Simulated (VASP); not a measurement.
Data:

```
Sr
1.0
    0.00000     2.92892     2.92892
    2.92892     0.00000     2.92892
    2.92892     2.92892     0.00000
Sr
1
Direct
  0.00000   0.00000   0.00000
```

Calculation: PBE GGA with D4 dispersion, VASP's PBE PAW potentials (set 64) (plane waves; VASP 6.6.1). Run with 520 eV cut-off, 8×8×8 Γ-centred mesh, Gaussian smearing of 0.050 eV, potentials Sr_sv.

### Question
What does the run give for the energy per atom (σ→0)?

### Answer

```yaml
energy per atom (σ→0): -1.725 eV/atom
```

The absolute energy has meaning only against runs of the same code, potentials and settings.

The compound is Sr in the fcc structure. This cell is one point of a volume scan, at 0.94 of the reference volume.
